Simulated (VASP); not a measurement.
# A VASP study of SnO (Romarchite) (rev-vdW-DF2): structure first, properties next, part 3 of 5

Aim: relax SnO (Romarchite), then compute properties on the relaxed cell. The start is a cell from a database of measured crystal structures.

VASP 6.6.1; rev-vdW-DF2; plane waves and PAW (Sn_d, O).

So far, gap on the k-mesh (eV): step 2 (relaxing cell and atoms (rev-vdW-DF2)) 0.655; step 3 (second relaxation) 0.655. The relaxed cell has a = 3.845, c = 4.862 Å (conventional setting).

## (5) Bands along the symmetry lines (rev-vdW-DF2)

Levels along the symmetry lines show where the bands peak and cross; KPOINTS_OPT computes them in the converged potential.

Input file INCAR:

```
SYSTEM = SnO
PREC = Accurate
ENCUT = 520
EDIFF = 1E-06
NELM = 100
ISMEAR = 0
SIGMA = 0.05
LREAL = .FALSE.
ALGO = Normal
GGA = MK
AGGAC = 0
LUSE_VDW = .TRUE.
PARAM1 = 0.1234
PARAM2 = 0.711357
ZAB_VDW = -1.8867
LASPH = .TRUE.
NBANDS = 34
LORBIT = 11
LWAVE = .FALSE.
LCHARG = .FALSE.
KPAR = 4
```

Input file POSCAR:

```
SnO
1.0
    3.8453305450      0.0000000000      0.0000000000
    0.0000000000      3.8453305450      0.0000000000
    0.0000000000      0.0000000000      4.8623809990
Sn O
2 2
Direct
    0.5000000000      0.0000000000      0.2386411685
    0.0000000000      0.5000000000      0.7613588315
    0.0000000000      0.0000000000      0.0000000000
    0.5000000000      0.5000000000      0.0000000000
```

Input file KPOINTS:

```
Automatic mesh
0
Gamma
5 5 4
0 0 0
```

Input file KPOINTS_OPT:

```
Line mode
16
Line-mode
Reciprocal
  0.00000000   0.00000000   0.00000000 GAMMA
  0.00000000   0.50000000   0.00000000 X

  0.00000000   0.50000000   0.00000000 X
  0.50000000   0.50000000   0.00000000 M

  0.50000000   0.50000000   0.00000000 M
  0.00000000   0.00000000   0.00000000 GAMMA

  0.00000000   0.00000000   0.00000000 GAMMA
  0.00000000   0.00000000   0.50000000 Z

  0.00000000   0.00000000   0.50000000 Z
  0.00000000   0.50000000   0.50000000 R

  0.00000000   0.50000000   0.50000000 R
  0.50000000   0.50000000   0.50000000 A

  0.50000000   0.50000000   0.50000000 A
  0.00000000   0.00000000   0.50000000 Z

  0.00000000   0.50000000   0.00000000 X
  0.00000000   0.50000000   0.50000000 R

  0.50000000   0.50000000   0.00000000 M
  0.50000000   0.50000000   0.50000000 A
```

Potentials, in the order of the species: Sn_d and O (PBE family, release 64).

The run is started by

```bash
mpirun -np 4 vasp_std
```

Log:

```text
[... set-up lines as in an earlier step ...]
 entering main loop
       N       E                     dE             d eps       ncg     rms          rms(c)
DAV:   1     0.415416505309E+03    0.41542E+03   -0.18626E+04  1350   0.179E+03
DAV:   2     0.455574506982E+02   -0.36986E+03   -0.34595E+03  1224   0.482E+02
DAV:   3    -0.156670305321E+02   -0.61224E+02   -0.60137E+02  1410   0.154E+02
DAV:   4    -0.182676281120E+02   -0.26006E+01   -0.25953E+01  1442   0.347E+01
DAV:   5    -0.183303381572E+02   -0.62710E-01   -0.62700E-01  1632   0.573E+00    0.117E+01
DAV:   6    -0.146181723036E+02    0.37122E+01   -0.14447E+01  1972   0.380E+01    0.502E+00
DAV:   7    -0.145670575359E+02    0.51115E-01   -0.20823E+00  1498   0.734E+00    0.243E+00
DAV:   8    -0.145436574797E+02    0.23400E-01   -0.26037E-01  1400   0.281E+00    0.751E-01
DAV:   9    -0.145373282201E+02    0.63293E-02   -0.29460E-02  1982   0.149E+00    0.239E-01
DAV:  10    -0.145382967502E+02   -0.96853E-03   -0.51061E-03  1664   0.573E-01    0.124E-01
DAV:  11    -0.145380026261E+02    0.29412E-03   -0.12009E-03  1898   0.277E-01    0.124E-02
DAV:  12    -0.145380207977E+02   -0.18172E-04   -0.15625E-04  1354   0.643E-02    0.148E-02
DAV:  13    -0.145380213341E+02   -0.53642E-06   -0.52160E-06  1510   0.160E-02
   1 F= -.14538021E+02 E0= -.14538021E+02  d E =-.143081E-17
 Start KPOINTS_OPT (optional k-point list driver)
k-point batch [1-18\144]
       N       E                     dE             ncg
DAV:   1     0.215690364408E+04   -0.83018E+04     1370
DAV:   2    -0.444908163892E+04   -0.66060E+04     1224
DAV:   3    -0.554676672952E+04   -0.10977E+04     1386
DAV:   4    -0.559471964967E+04   -0.47953E+02     1468
DAV:   5    -0.559585507445E+04   -0.11354E+01     1606
DAV:   6    -0.559589334809E+04   -0.38274E-01     1616
DAV:   7    -0.559589533705E+04   -0.19890E-02     1812
DAV:   8    -0.559589534695E+04   -0.98969E-05     1382
DAV:   9    -0.559589534711E+04   -0.16292E-06     1000
[...]
k-point batch [127-144\144]
       N       E                     dE             ncg
DAV:   1     0.203974310294E+04   -0.23882E+05     1396
DAV:   2    -0.443289276550E+04   -0.64726E+04     1248
DAV:   3    -0.553264953439E+04   -0.10998E+04     1424
DAV:   4    -0.557903681675E+04   -0.46387E+02     1446
DAV:   5    -0.558016986175E+04   -0.11330E+01     1616
DAV:   6    -0.558020946601E+04   -0.39604E-01     1566
DAV:   7    -0.558021164886E+04   -0.21828E-02     1774
DAV:   8    -0.558021166586E+04   -0.16995E-04     1362
DAV:   9    -0.558021166608E+04   -0.22375E-06      964
```

The job ended after 44 s (4 MPI ranks of Intel Xeon 6975P-C (Granite Rapids), shared host; peak memory 1.6 GiB).

OUTCAR, selected parts (step 5):

```text
   k-points           NKPTS =     18   k-points in BZ     NKDIM =     18   number of bands    NBANDS=     34

   NELECT =      40.0000    total number of electrons

 E-fermi :   6.8698

 k-point     1 :       0.0000    0.0000    0.0000
  band No.  band energies     occupation
    ...
     16       0.6552      2.00000
     17       3.3683      2.00000
     18       3.6544      2.00000
     19       3.6544      2.00000
     20       6.5829      2.00000
     21       8.7028      0.00000
     22      11.0212      0.00000
     23      11.2611      0.00000
     24      11.2611      0.00000
     25      12.3066      0.00000
    ...

Total vdW correction in eV:      6.7766769

  Total       -0.0022997     -0.0022997     -0.0212873      0.0000000     -0.0000000      0.0000000
  in kB       -0.0512465     -0.0512465     -0.4743664      0.0000000     -0.0000000      0.0000000
  external PRESSURE =      -0.1922865 kB  Pullay stress =       0.0000000 kB

 POSITION                                       TOTAL-FORCE (eV/Angst)
 -----------------------------------------------------------------------------------
      1.92267      0.00000      1.16036        -0.000000      0.000000      0.003064
      0.00000      1.92267      3.70202         0.000000      0.000000     -0.003064
      0.00000      0.00000      0.00000         0.000000     -0.000000      0.000000
      1.92267      1.92267      0.00000         0.000000      0.000000      0.000000
 -----------------------------------------------------------------------------------
    total drift:                                0.000000      0.000000      0.000000

  FREE ENERGIE OF THE ION-ELECTRON SYSTEM (eV)
  ---------------------------------------------------
  free  energy   TOTEN  =       -14.5380213341 eV

  energy  without entropy=      -14.5380213341  energy(sigma->0) =      -14.53802133

Total vdW correction in eV:      6.7768034

[... 9 parts as in an earlier step ...]

[... 7 further parts left out ...]
```

Spin-orbit coupling is off here; with elements this heavy it splits and shifts levels by tenths of an eV or more.

Numbers from this step:

- SCF cycles: 13
- bands: 34
- Fermi energy: 6.870 eV
- pressure: -0.01923 GPa
- least gap on mesh and path: 0.2328 eV
- least direct gap on mesh and path: 2.059 eV
- valence top at k: 0.06667, 0.06667, 0
- conduction bottom at k: 0.5, 0.5, 0
- least direct gap at k: 0, 0, 0.1333

The electronic bands at the labelled points (eV, zero at the valence-band top; v1 is the highest filled band, c1 the lowest empty one):

```csv
point,v4,v3,v2,v1,c1,c2,c3,c4
Γ,-3.22,-2.94,-2.94,-0.01,2.11,4.43,4.67,4.67
0.47 of the way,-3.80,-3.38,-3.28,-0.34,2.90,3.33,4.86,4.99
X,-4.55,-4.55,-2.53,-2.53,3.21,3.21,5.84,5.84
0.47 of the way,-3.40,-3.40,-2.28,-2.28,2.10,2.10,4.88,4.88
M,-2.29,-2.29,-1.83,-1.83,0.23,0.23,4.57,4.57
0.47 of the way,-4.22,-3.80,-2.53,-0.77,1.85,2.98,4.23,4.71
Γ,-3.22,-2.94,-2.94,-0.01,2.11,4.43,4.67,4.67
0.47 of the way,-3.25,-2.94,-2.94,-0.51,1.72,3.64,3.64,4.30
Z,-3.16,-2.95,-2.95,-2.00,1.71,3.00,3.00,3.66
0.53 of the way,-3.88,-3.51,-1.85,-1.48,1.47,2.98,3.72,5.95
R,-4.51,-4.51,-1.61,-1.61,2.64,2.64,5.38,5.38
0.47 of the way,-3.18,-3.18,-1.95,-1.95,2.85,2.85,3.86,3.86
A,-2.60,-2.60,-2.29,-2.29,2.49,2.49,4.07,4.07
0.47 of the way,-4.10,-2.53,-1.92,-1.88,1.85,2.74,3.75,5.34
Z,-3.16,-2.95,-2.95,-2.00,1.71,3.00,3.00,3.66
jump to X,-4.55,-4.55,-2.53,-2.53,3.21,3.21,5.84,5.84
0.47 of the way,-4.54,-4.54,-2.08,-2.08,2.94,2.94,5.62,5.62
R,-4.51,-4.51,-1.61,-1.61,2.64,2.64,5.38,5.38
jump to M,-2.29,-2.29,-1.83,-1.83,0.23,0.23,4.57,4.57
0.47 of the way,-2.29,-2.29,-2.20,-2.20,0.98,0.98,5.10,5.10
A,-2.60,-2.60,-2.29,-2.29,2.49,2.49,4.07,4.07
```

Of the projections kept (Sn, O), the largest for each band there; the rest of the weight can lie on other orbitals:

| point | v4 | v3 | v2 | v1 | c1 | c2 | c3 | c4 |
| --- | --- | --- | --- | --- | --- | --- | --- | --- |
| Γ | O 0.92 | O 0.89 | O 0.89 | Sn 0.57 | Sn 0.79 | Sn 0.93 | Sn 0.72 | Sn 0.72 |
| X | O 0.79 | O 0.79 | Sn 0.55 | Sn 0.55 | Sn 0.62 | Sn 0.62 | Sn 0.81 | Sn 0.81 |
| M | O 0.96 | O 0.96 | Sn 0.73 | Sn 0.73 | Sn 0.86 | Sn 0.86 | Sn 0.92 | Sn 0.92 |
| Γ | O 0.92 | O 0.89 | O 0.89 | Sn 0.57 | Sn 0.79 | Sn 0.93 | Sn 0.72 | Sn 0.72 |
| Z | Sn 0.82 | O 0.88 | O 0.88 | O 0.70 | Sn 0.91 | Sn 0.93 | Sn 0.93 | Sn 0.89 |
| R | O 0.80 | O 0.80 | O 0.58 | O 0.58 | O 0.51 | O 0.51 | Sn 0.88 | Sn 0.88 |

The path lowers the gap by 0.42 eV against the mesh alone, so a band edge lies off the mesh.

## (6) Density of states (rev-vdW-DF2)

Here the states are counted by energy and projected on the atoms. The mesh is finer than in the run before.

INCAR, as its differences from that of step 5:

```diff
@@ -5,3 +5,3 @@
 NELM = 100
-ISMEAR = 0
+ISMEAR = -5
 SIGMA = 0.05
@@ -21 +21,2 @@
 KPAR = 4
+NEDOS = 2001
```

POSCAR is that of step 5.

Input file KPOINTS:

```
Automatic mesh
0
Gamma
8 8 6
0 0 0
```

The run is started by

```bash
mpirun -np 4 vasp_std
```

Log:

```text
[... set-up lines as in an earlier step ...]
 entering main loop
       N       E                     dE             d eps       ncg     rms          rms(c)
DAV:   1     0.423106298322E+03    0.42311E+03   -0.18669E+04  4464   0.178E+03
DAV:   2     0.463990863776E+02   -0.37671E+03   -0.35275E+03  4120   0.494E+02
DAV:   3    -0.156724187553E+02   -0.62072E+02   -0.60974E+02  4704   0.156E+02
DAV:   4    -0.182674324431E+02   -0.25950E+01   -0.25899E+01  4840   0.347E+01
DAV:   5    -0.183299218270E+02   -0.62489E-01   -0.62480E-01  5220   0.567E+00    0.117E+01
DAV:   6    -0.146208166601E+02    0.37091E+01   -0.14318E+01  6554   0.380E+01    0.502E+00
DAV:   7    -0.145681006254E+02    0.52716E-01   -0.20489E+00  4876   0.735E+00    0.243E+00
DAV:   8    -0.145454280932E+02    0.22673E-01   -0.26805E-01  4544   0.284E+00    0.754E-01
DAV:   9    -0.145388854625E+02    0.65426E-02   -0.29492E-02  6716   0.151E+00    0.241E-01
DAV:  10    -0.145398814627E+02   -0.99600E-03   -0.51594E-03  5572   0.585E-01    0.126E-01
DAV:  11    -0.145395688808E+02    0.31258E-03   -0.12133E-03  6326   0.284E-01    0.127E-02
DAV:  12    -0.145395881831E+02   -0.19302E-04   -0.16612E-04  4358   0.659E-02    0.152E-02
DAV:  13    -0.145395887228E+02   -0.53974E-06   -0.58283E-06  5104   0.169E-02
   1 F= -.14539589E+02 E0= -.14539589E+02  d E =0.000000E+00
```

Elapsed: 35 s, on 4 MPI ranks; peak memory 1.8 GiB.

From OUTCAR (step 6):

```text
   k-points           NKPTS =     60   k-points in BZ     NKDIM =     60   number of bands    NBANDS=     34

   NELECT =      40.0000    total number of electrons

 E-fermi :   6.5848

 k-point     1 :       0.0000    0.0000    0.0000
  band No.  band energies     occupation
    ...
     16       0.6543      2.00000
     17       3.3670      2.00000
     18       3.6533      2.00000
     19       3.6533      2.00000
     20       6.5820      2.00000
     21       8.7023      0.00000
     22      11.0208      0.00000
     23      11.2607      0.00000
     24      11.2607      0.00000
     25      12.3061      0.00000
    ...

Total vdW correction in eV:      6.7762981

  Total       -0.0119354     -0.0119354     -0.0429601      0.0000000      0.0000000      0.0000000
  in kB       -0.2659685     -0.2659685     -0.9573252      0.0000000      0.0000000      0.0000000
  external PRESSURE =      -0.4964207 kB  Pullay stress =       0.0000000 kB

 POSITION                                       TOTAL-FORCE (eV/Angst)
 -----------------------------------------------------------------------------------
      1.92267      0.00000      1.16036        -0.000000     -0.000000      0.005641
      0.00000      1.92267      3.70202         0.000000     -0.000000     -0.005641
      0.00000      0.00000      0.00000         0.000000     -0.000000      0.000000
      1.92267      1.92267      0.00000         0.000000      0.000000      0.000000
 -----------------------------------------------------------------------------------
    total drift:                                0.000000      0.000000      0.000000

  FREE ENERGIE OF THE ION-ELECTRON SYSTEM (eV)
  ---------------------------------------------------
  free  energy   TOTEN  =       -14.5395887228 eV

  energy  without entropy=      -14.5395887228  energy(sigma->0) =      -14.53958872

Total vdW correction in eV:      6.7764316

[... 7 parts as in an earlier step ...]

[... 9 further parts left out ...]
```

Numbers from this step:

| Quantity | Value |
| --- | --- |
| irreducible k-points | 60 |
| Fermi energy | 6.585 eV |
| pressure | -0.04964 GPa |
| valence top at k | 0, 0, 0 |
| least direct gap at k | 0.5, 0.5, 0 |
| gap on the k-mesh | 0.2419 eV |
| least direct gap on the k-mesh | 2.062 eV |

The density of states has structure finer than the step of the table below, so its rows give means over 1 eV, whole bins alone (the curve runs from -12.0 to 7.29 eV). Peaks (eV: height): total -5.7: 3.53, -5.0: 3.50, -2.5: 3.24, 6.2: 3.60; O p -5.7: 1.57, -5.0: 1.71, -3.5: 1.54, -3.0: 1.83; Sn p 2.6: 0.619, 3.3: 0.663, 5.1: 1.08, 6.2: 1.60; Sn s -8.3: 1.12, -2.1: 0.470, 3.3: 0.378; Sn d 2.6: 0.0919, 4.8: 0.0914, 6.2: 0.101, 6.9: 0.101.

States under -12.0 eV and over 7.3 eV are left out. The density of states by energy, zero at the valence-band top; means over each step; values in states/eV/cell:

```
energy (eV)  total     O p     Sn p     Sn s     Sn d      O s
        -10      0       0        0        0        0        0
         -9  0.343  0.0846  0.00750    0.137  0.00264  0.00144
         -8   2.21   0.558   0.0379    0.904   0.0161   0.0350
         -7  0.965   0.242   0.0338    0.349  0.00827   0.0484
         -6   1.88   0.779    0.241    0.151   0.0412   0.0294
         -5   2.55    1.22    0.319   0.0989   0.0509   0.0268
         -4   2.14    1.22    0.196   0.0289   0.0637   0.0166
         -3   2.62    1.52    0.213    0.107   0.0611   0.0137
         -2   2.31   0.880    0.293    0.377   0.0346  0.00554
         -1  0.811   0.255   0.0964    0.210   0.0131  0.00513
          0  0.176  0.0584   0.0110   0.0580  0.00419  0.00105
          1  0.223  0.0169   0.0616  0.00950  0.00953  0.00875
          2   1.77   0.233    0.448    0.133   0.0594   0.0705
          3   2.22   0.363    0.536    0.287   0.0756   0.0407
          4   1.29   0.197    0.379   0.0748   0.0526   0.0229
          5   2.10   0.253    0.764   0.0857   0.0751   0.0387
          6   2.36   0.341     1.02   0.0366   0.0696   0.0328
```

The gap on this mesh is 0.24 eV. In the top eV of the valence band the largest shares in the PAW spheres are O p 33 %, Sn s 30 % and Sn p 9 %; in the lowest eV of the conduction band, Sn p 28 % and O p 6 %. The rest lies in smaller channels or between the spheres.

[end of part 3 of 5]

[Lines on the potential files, build, host, timing and source positions are cut from VASP's logs without a mark.]

[Logs are printed without paths, hosts, clocks, repeated set-up lines and the standing remarks that a program may print on its own settings, such as how far it seeks lower states.]

[Hosts, paths, dates, database ids (printed as entryN), source tags and the programs' standing remarks are cut or masked in the printed files.]

[A measured line is paired with the nearest computed mode of its activity, which favours agreement.]
